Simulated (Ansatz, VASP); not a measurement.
**NaWO3: VASP beside Ansatz**

One calculation is typed for both programs; each brings its own data sets. How far apart do they land? The cell is taken from a series of runs on this material, whose earlier steps may have relaxed, scaled, displaced or heated it; both programs get it as it stands.

Calculated with Ansatz 0.2.0; plane waves, with VASP 6.6.1 beside it; relaxation of cell and atoms at PBEsol.

**1. Starting point**

It takes space group Pm-3m (No. 221, cubic). Conventional cell: a = 3.875 Å, b = 3.875 Å, c = 3.875 Å, α = 90.00°, β = 90.00°, γ = 90.00°. Nearest to Na lie 12 O at 2.74 Å. Nearest to W lie 6 O at 1.94 Å. Nearest to O lie 2 W at 1.94 Å and 4 Na at 2.74 Å. Farther neighbours and most contacts between anions are not listed.

**2. VASP: relaxation of cell and atoms, PBEsol**

The relaxed volume is the usual yardstick between codes: in a stiff, nearly cubic crystal its relative difference is about their pressure difference at one cell divided by the bulk modulus.

Lines of VASP's logs that name or quote its potential files are left out, and so is its time.

The input, INCAR:

```
SYSTEM = NaWO3
PREC = Accurate
ENCUT = 600
EDIFF = 1E-07
NELM = 120
ISMEAR = 1
SIGMA = 0.2
LREAL = .FALSE.
ALGO = Normal
GGA = PS
NBANDS = 41
LASPH = .TRUE.
LORBIT = 11
LWAVE = .FALSE.
LCHARG = .FALSE.
ISIF = 3
IBRION = 2
NSW = 80
EDIFFG = -0.005
GGA_COMPAT = .FALSE.
NELMIN = 4
KPAR = 2
```

The input, POSCAR:

```
NaWO3
1.0
    3.8754490000      3.8754490000      0.0000000000
    3.8754490000      0.0000000000      3.8754490000
    3.8754490000      0.0000000000     -3.8754490000
Na W O
2 2 6
Direct
    0.0000000000      0.0000000000      0.0000000000
    0.0000000000      0.5000000000      0.5000000000
    0.4999998710      0.2500000645      0.7499999355
    0.4999998710      0.7499999355      0.2500000645
    0.4999998710      0.0000000000      0.0000000000
    0.4999998710      0.5000000000      0.5000000000
    0.4999998710      0.0000001290      0.5000000000
    0.4999998710      0.5000000000      0.0000001290
    0.0000000000      0.4999998710      0.0000000000
    0.0000000000      0.0000000000      0.4999998710
```

The input, KPOINTS:

```
Automatic mesh
0
Gamma
12 12 12
0 0 0
```

Potentials, in the order of the species: Na_pv, W and O (PBE family, release 64).

On the command line:

```bash
mpirun -np 2 vasp_std
```

Numbers of over 12 decimals in the logs are rounded to 6 here.

The log of the run:

```text
[banner, memory and clock lines left out]
running    2 mpi-ranks, on    1 nodes
 distrk:  each k-point on    1 cores,    2 groups
 distr:  one band on    1 cores,    1 groups

 POSCAR found type information on POSCAR NaW O
 POSCAR found :  3 types and      10 ions
|                                                                             |
|               ----> ADVICE to this user running VASP <----                  |
|                                                                             |
|     You enforced a specific xc type in the INCAR file but a different       |
|     [... a line on the potential file left out ...]
|     I HOPE YOU KNOW WHAT YOU ARE DOING!                                     |
|                                                                             |

 LDA part: xc-table for (Slater+PW92), standard interpolation
 POSCAR, INCAR and KPOINTS ok, starting setup
 FFT: planning ... GRIDC
 FFT: planning ... GRID_SOFT
 FFT: planning ... GRID
 WAVECAR not read
 entering main loop
       N       E                     dE             d eps       ncg     rms          rms(c)
DAV:   1     0.713129784673E+03    0.71313E+03   -0.33277E+04  6048   0.184E+03
DAV:   2     0.229420376994E+02   -0.69019E+03   -0.64529E+03  6099   0.503E+02
DAV:   3    -0.920246725651E+02   -0.11497E+03   -0.11101E+03  7154   0.193E+02
DAV:   4    -0.969860634565E+02   -0.49614E+01   -0.48581E+01  7291   0.435E+01
DAV:   5    -0.971137374764E+02   -0.12767E+00   -0.12723E+00  7365   0.716E+00    0.684E+01
DAV:   6    -0.837203476977E+02    0.13393E+02   -0.57551E+01  7941   0.446E+01    0.205E+01
DAV:   7    -0.834071840674E+02    0.31316E+00   -0.45678E+00  7060   0.134E+01    0.210E+01
DAV:   8    -0.834202069672E+02   -0.13023E-01   -0.11393E+00  7450   0.718E+00    0.165E+01
DAV:   9    -0.832434204654E+02    0.17679E+00   -0.36797E-01  6594   0.379E+00    0.499E-01
DAV:  10    -0.832429403110E+02    0.48015E-03   -0.25032E-02  8110   0.853E-01    0.129E-01
DAV:  11    -0.832427283565E+02    0.21195E-03   -0.10886E-03  6611   0.193E-01    0.141E-01
DAV:  12    -0.832427631137E+02   -0.34757E-04   -0.20064E-04  7102   0.729E-02    0.421E-02
DAV:  13    -0.832427512432E+02    0.11871E-04   -0.49174E-05  6818   0.363E-02    0.457E-03
DAV:  14    -0.832427514394E+02   -0.19622E-06   -0.15078E-06  7745   0.740E-03    0.461E-03
DAV:  15    -0.832427514335E+02    0.58672E-08   -0.39886E-08  4371   0.135E-03
   1 F= -.83242751E+02 E0= -.83241645E+02  d E =-.832428E+02
 curvature:   0.00 expect dE= 0.000E+00 dE for cont linesearch  0.000E+00
 trial: gam= 0.00000 g(F)=  0.250E-40 g(S)=  0.115E-01 ort = 0.000E+00 (trialstep = 0.100E+01)
 search vector abs. value=  0.115E-01
 bond charge predicted
       N       E                     dE             d eps       ncg     rms          rms(c)
DAV:   1    -0.832971146699E+02   -0.54363E-01   -0.14300E+00  7240   0.910E+00    0.209E+00
DAV:   2    -0.832488255527E+02    0.48289E-01   -0.19479E-01  6730   0.266E+00    0.213E+00
DAV:   3    -0.832428475300E+02    0.59780E-02   -0.10128E-02  6658   0.822E-01    0.813E-01
DAV:   4    -0.832404444798E+02    0.24031E-02   -0.39818E-03  7530   0.408E-01    0.170E-01
DAV:   5    -0.832402754352E+02    0.16904E-03   -0.25443E-04  7202   0.101E-01    0.106E-01
DAV:   6    -0.832402240350E+02    0.51400E-04   -0.38137E-05  6508   0.455E-02    0.119E-02
DAV:   7    -0.832402234489E+02    0.58607E-06   -0.20160E-06  8346   0.852E-03    0.526E-03
DAV:   8    -0.832402233191E+02    0.12976E-06   -0.23005E-07  5502   0.434E-03    0.137E-03
DAV:   9    -0.832402232642E+02    0.54887E-07   -0.23140E-08  3286   0.103E-03
   2 F= -.83240223E+02 E0= -.83239111E+02  d E =0.252817E-02
 trial-energy change:    0.002528  1 .order    0.002428   -0.011536    0.016393
 step:   0.4079(harm=  0.4131)  dis= 0.00000  next Energy=   -83.245097 (dE=-0.235E-02)
 bond charge predicted
       N       E                     dE             d eps       ncg     rms          rms(c)
DAV:   1    -0.832649510251E+02   -0.24728E-01   -0.50029E-01  7162   0.535E+00    0.123E+00
DAV:   2    -0.832479895319E+02    0.16961E-01   -0.67474E-02  6733   0.157E+00    0.126E+00
DAV:   3    -0.832459720974E+02    0.20174E-02   -0.34571E-03  6601   0.479E-01    0.480E-01
DAV:   4    -0.832451487493E+02    0.82335E-03   -0.13674E-03  7559   0.239E-01    0.103E-01
DAV:   5    -0.832450941470E+02    0.54602E-04   -0.93426E-05  7184   0.608E-02    0.640E-02
DAV:   6    -0.832450824057E+02    0.11741E-04   -0.13121E-05  6480   0.267E-02    0.701E-03
DAV:   7    -0.832450825761E+02   -0.17040E-06   -0.74991E-07  7678   0.518E-03    0.297E-03
DAV:   8    -0.832450825607E+02    0.15426E-07   -0.11669E-07  3618   0.317E-03
   3 F= -.83245083E+02 E0= -.83243974E+02  d E =-.233113E-02
 curvature:  -0.21 expect dE=-0.621E-07 dE for cont linesearch -0.621E-07
 trial: gam=-0.00508 g(F)=  0.149E-40 g(S)=  0.300E-06 ort = 0.589E-04 (trialstep = 0.882E+00)
 search vector abs. value=  0.108E-09
 reached required accuracy - stopping structural energy minimisation
```

OUTCAR, selected parts (step 2):

```text
ion  position               nearest neighbor table
   1  0.000  0.000  0.000-
   2  0.000  0.500  0.500-
   3  0.500  0.250  0.750-   6 1.94   7 1.94   9 1.94   5 1.94  10 1.94   8 1.94
   4  0.500  0.750  0.250-   6 1.94   8 1.94  10 1.94   5 1.94   9 1.94   7 1.94
   5  0.500  0.000  0.000-   3 1.94   4 1.94
   6  0.500  0.500  0.500-   3 1.94   4 1.94
   7  0.500  0.000  0.500-   3 1.94   4 1.94
   8  0.500  0.500  0.000-   4 1.94   3 1.94
   9  0.000  0.500  0.000-   3 1.94   4 1.94
  10  0.000  0.000  0.500-   4 1.94   3 1.94

  LATTYP: Found a face centered cubic cell.
 ALAT       =     7.7508980000

 Subroutine GETGRP returns: Found 48 space group operations
 (whereof 48 operations were pure point group operations)

The static configuration has the point symmetry O_h .

 Found     72 irreducible k-points:

   k-points           NKPTS =     72   k-points in BZ     NKDIM =     72   number of bands    NBANDS=     41

   dimension x,y,z NGX =    48 NGY =   48 NGZ =   48
   dimension x,y,z NGXF=    96 NGYF=   96 NGZF=   96

   ENCUT  =  600.0 eV  44.10 Ry    6.64 a.u.  10.95 10.95 10.95*2*pi/ulx,y,z

   NELECT =      62.0000    total number of electrons

 k-points in reciprocal lattice and weights: Automatic mesh
   0.00000000  0.00000000  0.00000000       0.001
   0.08333333  0.00000000  0.00000000       0.003
   0.16666667  0.00000000  0.00000000       0.003
   0.25000000  0.00000000  0.00000000       0.003
   0.33333333  0.00000000  0.00000000       0.003
   0.41666667  0.00000000  0.00000000       0.003
   0.50000000  0.00000000  0.00000000       0.002
   0.00000000  0.08333333  0.00000000       0.005
   0.16666667  0.08333333  0.00000000       0.014
[...]
-0.25000000  0.33333333  0.16666667       0.014
  -0.25000000  0.25000000  0.25000000       0.003

 average (electrostatic) potential at core
       1 -45.1243       2 -45.1243       3 -42.7622       4 -42.7622       5 -71.7694
       6 -71.7695       7 -71.7694       8 -71.7694       9 -71.7694      10 -71.7694

 E-fermi :   4.8666

 k-point     1 :       0.0000    0.0000    0.0000
  band No.  band energies     occupation
    ...
     29       2.0664      2.00000
     30       2.0664      2.00000
     31       3.3242      2.00000
     32       3.3242      2.00000
     33       3.3242      2.00000
     34       7.1475     -0.00000
     35       7.8402     -0.00000
     36       7.8402     -0.00000
     37       7.8402     -0.00000
     38       8.0484     -0.00000
    ...

 k-point     2 :       0.0833    0.0000    0.0000
  band No.  band energies     occupation
    ...
     29       1.9997      2.00000
     30       2.0650      2.00000
     31       3.3296      2.00000
     32       3.6264      2.00000
     33       3.6264      2.00000
     34       7.2831     -0.00000
     35       7.7022     -0.00000
     36       7.7022     -0.00000
     37       7.8377     -0.00000
     38       8.0496     -0.00000
    ...

 k-point     3 :       0.1667    0.0000    0.0000
  band No.  band energies     occupation
    ...
     29       1.7911      2.00000
     30       2.0613      2.00000
     31       3.3447      2.00000
     32       4.3022      2.00049
     33       4.3022      2.00049
     34       7.3701     -0.00000
     35       7.3701     -0.00000
     36       7.6368     -0.00000
     37       7.8308     -0.00000
     38       8.0526     -0.00000
    ...

  Total        0.0045565      0.0045565      0.0045565      0.0000000      0.0000000      0.0000000
  in kB        0.0623823      0.0623823      0.0623823      0.0000000      0.0000000      0.0000000
  external PRESSURE =       0.0623823 kB  Pullay stress =       0.0000000 kB

  energy-cutoff  :      600.00
  volume of cell :      117.03
      direct lattice vectors                 reciprocal lattice vectors
     3.882257231  3.882257231 -0.000000000    -0.000000000  0.257582108 -0.000000000
     3.882257231  0.000000000  3.882257231     0.128791054 -0.128791054  0.128791054
     3.882257231  0.000000000 -3.882257231     0.128791054 -0.128791054 -0.128791054

 POSITION                                       TOTAL-FORCE (eV/Angst)
 -----------------------------------------------------------------------------------
      0.00000      0.00000     -0.00000        -0.000000      0.000000      0.000000
      3.88226      0.00000      0.00000        -0.000000      0.000000      0.000000
      5.82339      1.94113     -1.94113        -0.000000      0.000000     -0.000000
      5.82339      1.94113      1.94113         0.000000      0.000000      0.000000
      1.94113      1.94113     -0.00000        -0.000000     -0.000000     -0.000000
      5.82339      1.94113      0.00000         0.000000      0.000000      0.000000
      3.88226      1.94113     -1.94113        -0.000000     -0.000000     -0.000000
      3.88226      1.94113      1.94113         0.000000      0.000000      0.000000
      1.94113      0.00000      1.94113        -0.000000      0.000000     -0.000000
      1.94113      0.00000     -1.94113         0.000000      0.000000      0.000000
 -----------------------------------------------------------------------------------
    total drift:                                0.002507      0.002507      0.000000

  FREE ENERGIE OF THE ION-ELECTRON SYSTEM (eV)
  ---------------------------------------------------
  free  energy   TOTEN  =       -83.2450825607 eV

  energy  without entropy=      -83.2417564129  energy(sigma->0) =      -83.24397384

 reached required accuracy - stopping structural energy minimisation

 total charge
# of ion       s       p       d       tot
------------------------------------------
    1        0.031   5.975   0.000   6.006
    2        0.031   5.975   0.000   6.006
    3        0.657   1.022   4.233   5.912
    4        0.657   1.022   4.233   5.912
    5        1.553   3.494   0.000   5.048
    6        1.553   3.494   0.000   5.048
    7        1.553   3.494   0.000   5.048
    8        1.553   3.494   0.000   5.048
    9        1.553   3.494   0.000   5.048
   10        1.553   3.494   0.000   5.048
--------------------------------------------------
tot         10.697  34.957   8.466  54.120

[... 3 further parts left out ...]
```

(Part 1 of 2 ends here.)

[Lines on the potential files, build, host, timing and source positions are cut from VASP's logs without a mark.]

[Logs are printed without paths, hosts, clocks, repeated set-up lines and the standing remarks that a program may print on its own settings, such as how far it seeks lower states.]

[Hosts, paths, dates, database ids (printed as entryN), source tags and the programs' standing remarks are cut or masked in the printed files.]
